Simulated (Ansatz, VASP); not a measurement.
**Cross-check of Ge (amorphous Ge) between VASP and Ansatz**

Aim: how closely do two programs agree when they are given the same cell, functional and k mesh? The structure shown is the start of the Ansatz relaxation below; VASP solves that cell, so the two are compared at the walk's first step.

Main program and level: Ansatz 0.2.0; plane waves, with VASP 6.6.1 beside it; single point at PBEsol.

## 1. Set-up

The cell holds 61 atoms: 61 Ge. Its edges and angles: a = 11.317 Å, b = 11.317 Å, c = 11.317 Å, α = 90.0°, β = 90.0°, γ = 90.0°. As first built, before any earlier steps moved the atoms (in the runner's words): 61 atoms (61 Ge) placed at random at 5.08 g/cm^3, melted at 3500 K for 10 ps at fixed volume with the Tersoff potential (Tersoff, Phys. Rev. B 39, 5566 (1989)). Quenched from 3500 K to 100 K at 5 K/ps and fixed volume, held 5 ps, then minimised at fixed cell.

## 2. Ansatz: relaxation, PBEsol

Ansatz runs on its PAW soft_1 files.

The two programs are compared at the cell with which this relaxation starts, whose forces are those of its first step.

Contents of input.yaml:

```yaml
crystal:
  lattice:
    - [11.3168, 0.0, 0.0]
    - [0.0, 11.3168, 0.0]
    - [0.0, 0.0, 11.3168]
  atoms:
    - { symbol: Ge, position: [0.17131, 0.01301, 0.35593] }
    - { symbol: Ge, position: [0.50138, 0.24968, 0.79611] }
    - { symbol: Ge, position: [0.37686, 0.92714, 0.68569] }
    - { symbol: Ge, position: [0.52992, 0.62383, 0.79203] }
    - { symbol: Ge, position: [0.30474, 0.90705, 0.1928] }
    - { symbol: Ge, position: [0.89025, 0.91862, 0.63002] }
    - { symbol: Ge, position: [0.29517, 0.4511, 0.61902] }
    - { symbol: Ge, position: [0.32348, 0.12961, 0.74392] }
    - { symbol: Ge, position: [0.41687, 0.55272, 0.47197] }
    - { symbol: Ge, position: [0.77043, 0.57778, 0.55418] }
    - { symbol: Ge, position: [0.95445, 0.01809, 0.28606] }
    - { symbol: Ge, position: [0.09307, 0.75004, 0.9239] }
    - { symbol: Ge, position: [0.24005, 0.22056, 0.37956] }
    - { symbol: Ge, position: [0.66083, 0.76156, 0.20438] }
    - { symbol: Ge, position: [0.68754, 0.18668, 0.70038] }
    - { symbol: Ge, position: [0.18613, 0.90873, 0.57546] }
    - { symbol: Ge, position: [0.87214, 0.28571, 0.7605] }
    - { symbol: Ge, position: [0.84197, 0.50303, 0.75278] }
    - { symbol: Ge, position: [0.9025, 0.08396, 0.48868] }
    - { symbol: Ge, position: [0.66659, 0.42296, 0.05614] }
    - { symbol: Ge, position: [0.26849, 0.56761, 0.30632] }
    - { symbol: Ge, position: [0.45061, 0.81459, 0.86434] }
    - { symbol: Ge, position: [0.24889, 0.07906, 0.07099] }
    - { symbol: Ge, position: [0.1497, 0.08557, 0.87818] }
    - { symbol: Ge, position: [0.37509, 0.2457, 0.10574] }
    - { symbol: Ge, position: [0.10238, 0.73185, 0.48823] }
    - { symbol: Ge, position: [0.98428, 0.42042, 0.47847] }
    - { symbol: Ge, position: [0.55575, 0.06135, 0.39718] }
    - { symbol: Ge, position: [0.53677, 0.94367, 0.21403] }
    - { symbol: Ge, position: [0.22591, 0.24863, 0.59198] }
    - { symbol: Ge, position: [0.82412, 0.3619, 0.19075] }
    - { symbol: Ge, position: [0.10821, 0.55192, 0.6085] }
    - { symbol: Ge, position: [0.54829, 0.43009, 0.35418] }
    - { symbol: Ge, position: [0.06425, 0.9135, 0.77152] }
    - { symbol: Ge, position: [0.98474, 0.70294, 0.12331] }
    - { symbol: Ge, position: [0.77484, 0.74299, 0.01193] }
    - { symbol: Ge, position: [0.70028, 0.9707, 0.71419] }
    - { symbol: Ge, position: [0.65934, 0.06392, 0.06432] }
    - { symbol: Ge, position: [0.00688, 0.2414, 0.59442] }
    - { symbol: Ge, position: [0.55919, 0.56218, 0.18139] }
    - { symbol: Ge, position: [0.29936, 0.76856, 0.01462] }
    - { symbol: Ge, position: [0.88851, 0.75058, 0.48906] }
    - { symbol: Ge, position: [0.44365, 0.24161, 0.31537] }
    - { symbol: Ge, position: [0.29959, 0.41751, 0.99279] }
    - { symbol: Ge, position: [0.00075, 0.47866, 0.14834] }
    - { symbol: Ge, position: [0.76264, 0.39592, 0.40843] }
    - { symbol: Ge, position: [0.55355, 0.9008, 0.56564] }
    - { symbol: Ge, position: [0.08641, 0.41251, 0.96453] }
    - { symbol: Ge, position: [0.15568, 0.74802, 0.27395] }
    - { symbol: Ge, position: [0.04029, 0.56577, 0.8142] }
    - { symbol: Ge, position: [0.55816, 0.24213, 0.00158] }
    - { symbol: Ge, position: [0.56998, 0.67126, 0.58042] }
    - { symbol: Ge, position: [0.86474, 0.81286, 0.28149] }
    - { symbol: Ge, position: [0.12605, 0.40486, 0.31377] }
    - { symbol: Ge, position: [0.65366, 0.90332, 0.9158] }
    - { symbol: Ge, position: [0.35725, 0.58306, 0.11175] }
    - { symbol: Ge, position: [0.98596, 0.21922, 0.93612] }
    - { symbol: Ge, position: [0.70737, 0.56945, 0.90226] }
    - { symbol: Ge, position: [0.86318, 0.15018, 0.12272] }
    - { symbol: Ge, position: [0.40491, 0.44733, 0.80236] }
    - { symbol: Ge, position: [0.71432, 0.19058, 0.48404] }
kpoints:
  mp_grid: { grid: [1, 1, 1] }
hamiltonian:
  xc: pbesol
  pseudopotentials: { kind: paw, azcp: { folder: soft_1 }, xc_functional: pbe }
scf:
  occupations: { method: gaussian, width: 0.025 }
output:
  forces: true
relax:
  f_tol: 0.05
  max_steps: 150
  cell: {}
```

Run with:

```bash
$ ansatz run input.yaml --threads 4 --pin off --max-ram 8192MiB --backend cpu --events-out ev --progress --plain --runs-dir out
```

Numbers of over 12 decimals in the logs are rounded to 6 here.

What it wrote:

```text
Engine: ansatz 0.2.0, aarch64-unknown-linux-gnu
Pseudopotentials: kind: paw
Pseudopotential: Ge, paw, valence charge 14, recommended cutoff 420 eV (normal), soft_1/Ge.paw.azcp
Functional definition: PBEsol
  exchange = pbesol_x
  correlation = pbesol_c
Crystal: 61 atoms, lattice volume = 1449.342 Å³
Basis set: ecut = 420 eV, 28353 PW (Γ), exchange–correlation on 160×160×160 points (8 copies of the dense FFT grid, shifted against one another)
Bands: 513, of which v1, the nominal top of the filled ones, is band 427 counted from 1 (426 counted from 0)
Symmetry: 1 space group operations
Space group: P1 (ITA 1), of the structure as read, at distance tolerance 1.1e-4 Å
k-points: 1
Non-local potential: Ge, projectors of the file, l = 0: 2, l = 1: 2, l = 2: 3, l = 3: 1
PAW form: soft (Blöchl's): semilocal exchange-correlation on the pseudo side does not see the compensation charge
PAW frozen core: Ge, regenerated for the run's functional, and the local potential with it (the file was generated under x = pbe(κ = 0.804, μ = 0.219515), c = pbe(β = 0.066725))
PAW one-centre angular grid: Ge, 590 points (default); XC on 64 Gauss nodes
Initial density: superposition of atomic densities (chi_scale 0.1, normalization cell)
Initial wavefunctions: pseudopotential atomic-orbital guess
Functional: x = pbesol(κ = 0.804, μ = 0.123457), c = pbesol(β = 0.046)
SCF iter   1: F=—  HF=-259452.551312 eV  |F-HF|=—  |Δ(HF+E_count)|=         —  Δρ=3.21e-2  dr2=1.72e1  ethr=3.10e-3  ⟨swp⟩=6.0  Hψ=1836  notcnv=0
preconditioner: auto → Resta (q_TF=auto, 2.498 Å⁻¹)  ε∞=2.7  [insulator: Δε(μ)=0.244 eV  Ē_g=21.994 eV  σ=0.025 eV  W_gap=1.00  n_scr=388 (ndim 8)  ℏωp=28.5 eV  f_vac=0.048  D(μ)=0.00/eV (n_scr^D=0)  ε∞_Penn≈2.7]
SCF iter   2: F=—  HF=-259450.561457 eV  |F-HF|=—  |Δ(HF+E_count)|=    1.99e0  Δρ=1.83e-2  dr2=8.12e0  ethr=2.01e-3  ⟨swp⟩=2.0  Hψ=600  notcnv=0  defer=76
preconditioner: auto → LDOS  [metal: Δε(μ)=0.015 eV  Ē_g=22.098 eV  σ=0.025 eV  W_gap=0.34  n_scr=388 (ndim 8)  ℏωp=28.5 eV  f_vac=0.059  D(μ)=82.12/eV (n_scr^D=798)  β→1.0]
SCF iter   3: F=—  HF=-259449.631549 eV  |F-HF|=—  |Δ(HF+E_count)|=   9.30e-1  Δρ=4.89e-3  dr2=5.81e-1  ethr=9.51e-4  ⟨swp⟩=2.0  Hψ=525  notcnv=0  defer=76
SCF iter   4: F=—  HF=-259449.666827 eV  |F-HF|=—  |Δ(HF+E_count)|=   3.53e-2  Δρ=2.75e-3  dr2=3.88e-1  ethr=6.80e-5  ⟨swp⟩=4.0  Hψ=884  notcnv=0  defer=76
SCF iter   5: F=—  HF=-259449.566615 eV  |F-HF|=—  |Δ(HF+E_count)|=   1.00e-1  Δρ=8.03e-4  dr2=3.01e-2  ethr=4.55e-5  ⟨swp⟩=2.0  Hψ=874  notcnv=0  defer=76
SCF iter   6: F=—  HF=-259449.562294 eV  |F-HF|=—  |Δ(HF+E_count)|=   4.32e-3  Δρ=2.60e-4  dr2=4.16e-3  ethr=3.53e-6  ⟨swp⟩=2.0  Hψ=873  notcnv=0  defer=76
SCF iter   7: F=—  HF=-259449.561842 eV  |F-HF|=—  |Δ(HF+E_count)|=   4.52e-4  Δρ=8.10e-5  dr2=3.02e-4  ethr=4.88e-7  ⟨swp⟩=2.0  Hψ=536  notcnv=0  defer=76
SCF iter   8: F=—  HF=-259449.561813 eV  |F-HF|=—  |Δ(HF+E_count)|=   2.90e-5  Δρ=3.30e-5  dr2=5.84e-5  ethr=3.54e-8  ⟨swp⟩=2.0  Hψ=864  notcnv=0  defer=76
SCF iter   9: F=—  HF=-259449.560981 eV  |F-HF|=—  |Δ(HF+E_count)|=   8.32e-4  Δρ=1.05e-5  dr2=3.15e-6  ethr=6.84e-9  ⟨swp⟩=2.0  Hψ=590  notcnv=0  defer=76
SCF iter  10: F=—  HF=-259449.560981 eV  |F-HF|=—  |Δ(HF+E_count)|=   4.48e-7  Δρ=3.69e-6  dr2=3.95e-7  ethr=3.69e-10  ⟨swp⟩=2.0  Hψ=865  notcnv=0  defer=76
SCF iter  11: F=-259449.560981 eV  HF=-259449.560981 eV  |F-HF|=4.74e-9  |Δ(HF+E_count)|=   4.81e-8  Δρ=1.37e-6  dr2=3.49e-8  ethr=1.17e-11  ⟨swp⟩=4.0  Hψ=1465  notcnv=0
SCF 1 converged in 11 iterations: F = -259449.560981 eV  dr2 = 3.49e-8
  greatest PAW one-centre occupation: 0.998 electrons in one spin orbital (limit 2), on the Ge atom at site 45 (counted from 0), in its partial waves of l = 2
relax step   1: F+E_penalty+E_count = -259449.56098115 eV  Δ(F+E_penalty+E_count) = +0.000e0 eV  max|allowed force component| = 7.114e-1 eV/Å  Δτ_max = 0.0000 Å  P = -0.254 GPa  Ω = 1449.342 Å³  (11 SCF iters, dr2 threshold 1.00e-7 eV, accepted)
Crystal: 61 atoms, lattice volume = 1445.743 Å³
Basis set: ecut = 420 eV, 28275 PW (Γ), exchange–correlation on 160×160×160 points (8 copies of the dense FFT grid, shifted against one another)
Initial density: handed on by an earlier stage of this run
Initial wavefunctions: those handed on with the density
iter 1 solved again at ethr=5.80e-5 eV; its pass at ethr=3.10e-3 eV (dr2=4.95e-1 eV) is discarded
SCF iter   1: F=—  HF=-259450.962688 eV  |F-HF|=—  |Δ(HF+E_count)|=         —  Δρ=8.32e-3  dr2=5.05e-1  ethr=5.80e-5  ⟨swp⟩=5.0  Hψ=2307  notcnv=0
preconditioner: auto → Resta (q_TF=auto, 2.499 Å⁻¹)  ε∞=2.7  [insulator: Δε(μ)=0.266 eV  Ē_g=22.154 eV  σ=0.025 eV  W_gap=1.00  n_scr=390 (ndim 8)  ℏωp=28.5 eV  f_vac=0.094  D(μ)=0.00/eV (n_scr^D=0)  ε∞_Penn≈2.7]
SCF iter   2: F=—  HF=-259450.896074 eV  |F-HF|=—  |Δ(HF+E_count)|=   6.66e-2  Δρ=4.20e-3  dr2=1.42e-1  ethr=5.80e-5  ⟨swp⟩=3.0  Hψ=661  notcnv=0
[...]
atom   4  Ge    -0.00073046     0.00192785    -0.00515121
  atom   5  Ge    -0.00558672     0.00701033     0.02702160
  atom   6  Ge    -0.01155051    -0.00148565     0.00667663
  atom   7  Ge     0.01437557    -0.00024665    -0.00388033
  atom   8  Ge    -0.00599269    -0.00043660    -0.00728591
  atom   9  Ge    -0.01717377     0.00577366     0.01017574
  atom  10  Ge     0.00866031     0.01416913    -0.01103110
  atom  11  Ge    -0.00273110     0.00870243    -0.00736719
  atom  12  Ge     0.00325880     0.01573657    -0.00963921
  atom  13  Ge     0.00995471    -0.00999157     0.01870757
  atom  14  Ge    -0.00520429    -0.00548186    -0.00461739
  atom  15  Ge     0.00087289    -0.00158336     0.00316922
  atom  16  Ge     0.00581009     0.00408590    -0.00620923
  atom  17  Ge     0.01302016    -0.00684031    -0.00529708
  atom  18  Ge    -0.00478016    -0.01343835     0.00188369
  atom  19  Ge     0.00810730    -0.00674610    -0.00247280
  atom  20  Ge    -0.00321710     0.00082935     0.00172556
  atom  21  Ge    -0.00559241    -0.02104158     0.00419231
  atom  22  Ge    -0.00070186    -0.00204521     0.00288203
  atom  23  Ge    -0.01249633    -0.01230034    -0.03298320
  atom  24  Ge     0.01486770    -0.00949138     0.00450249
  atom  25  Ge     0.00487383     0.01407640     0.02178672
  atom  26  Ge     0.01535245    -0.00164149    -0.00023632
  atom  27  Ge     0.00247097     0.00218705     0.00583466
[...]
atom  54  Ge     0.00700776    -0.00321122    -0.00272613
  atom  55  Ge    -0.00473580     0.00676782    -0.00331484
  atom  56  Ge     0.01521852    -0.00145894     0.00519091
  atom  57  Ge    -0.00093644     0.00514491     0.00466422
  atom  58  Ge    -0.00104423    -0.00028536    -0.00243718
  atom  59  Ge     0.00075626    -0.00409910    -0.00578734
  atom  60  Ge     0.00026284    -0.00166021    -0.00157303
  atom  61  Ge    -0.00758685     0.01032606    -0.00868905
  max |Σ_I F_I| component: 9.50e-7 eV/Å
--- Stress (GPa, compression-positive) ---
        0.022632      -0.016612      -0.005950
       -0.016612      -0.005884      -0.006203
       -0.005950      -0.006203       0.012763
  P = ⅓ Tr σ = 0.0098 GPa (0.098 kbar)
--- Relaxed structure (7 steps of the walk, 6 accepted, 1 SCFs on fresh bases) ---
  F+E_penalty+E_count = -259451.31553743 eV   max|allowed force component| = 3.298e-2 eV/Å   (the final SCF, on the basis selected at the relaxed cell)
  cell:  # Å, volume = 1433.5292 Å³
    - [11.526223, -0.233539, -0.230408]
    - [-0.233539, 11.122762, 0.194420]
    - [-0.230408, 0.194420, 11.194278]
  atoms:
    - { symbol: Ge, position: [0.142933, 0.00320504, 0.377778] }
    - { symbol: Ge, position: [0.508321, 0.258636, 0.789245] }
    - { symbol: Ge, position: [0.377447, 0.929204, 0.688300] }
    - { symbol: Ge, position: [0.528344, 0.630277, 0.791243] }
    - { symbol: Ge, position: [0.329562, 0.899088, 0.189972] }
    - { symbol: Ge, position: [0.876690, 0.904642, 0.636961] }
    - { symbol: Ge, position: [0.299929, 0.445337, 0.614440] }
    - { symbol: Ge, position: [0.330619, 0.129320, 0.750308] }
    - { symbol: Ge, position: [0.430584, 0.542861, 0.470197] }
    - { symbol: Ge, position: [0.757929, 0.574654, 0.549224] }
    - { symbol: Ge, position: [0.937061, 0.015860, 0.296227] }
    - { symbol: Ge, position: [0.091261, 0.759405, 0.928021] }
    - { symbol: Ge, position: [0.224387, 0.220889, 0.369145] }
    - { symbol: Ge, position: [0.661142, 0.757466, 0.183223] }
    - { symbol: Ge, position: [0.685608, 0.195263, 0.687138] }
    - { symbol: Ge, position: [0.182883, 0.896660, 0.595197] }
    - { symbol: Ge, position: [0.871448, 0.289257, 0.764252] }
    - { symbol: Ge, position: [0.844737, 0.510803, 0.749387] }
    - { symbol: Ge, position: [0.897498, 0.079714, 0.498827] }
    - { symbol: Ge, position: [0.662763, 0.427893, 0.053399] }
    - { symbol: Ge, position: [0.285232, 0.585252, 0.309357] }
    - { symbol: Ge, position: [0.457599, 0.816448, 0.868142] }
    - { symbol: Ge, position: [0.245598, 0.054045, 0.057413] }
    - { symbol: Ge, position: [0.134186, 0.103380, 0.862863] }
[...]
- { symbol: Ge, position: [0.127926, 0.422215, 0.327049] }
    - { symbol: Ge, position: [0.658401, 0.908966, 0.909795] }
    - { symbol: Ge, position: [0.359167, 0.579378, 0.108662] }
    - { symbol: Ge, position: [0.979687, 0.223459, 0.951523] }
    - { symbol: Ge, position: [0.708549, 0.570688, 0.892266] }
    - { symbol: Ge, position: [0.862045, 0.157448, 0.132807] }
    - { symbol: Ge, position: [0.405341, 0.447490, 0.802381] }
    - { symbol: Ge, position: [0.717031, 0.192764, 0.472184] }
```

[end of part 1 of 2]

[Lines on the potential files, build, host, timing and source positions are cut from VASP's logs without a mark.]

[Logs are printed without paths, hosts, clocks, repeated set-up lines and the standing remarks that a program may print on its own settings, such as how far it seeks lower states.]

[Hosts, paths, dates, database ids (printed as entryN), source tags and the programs' standing remarks are cut or masked in the printed files.]
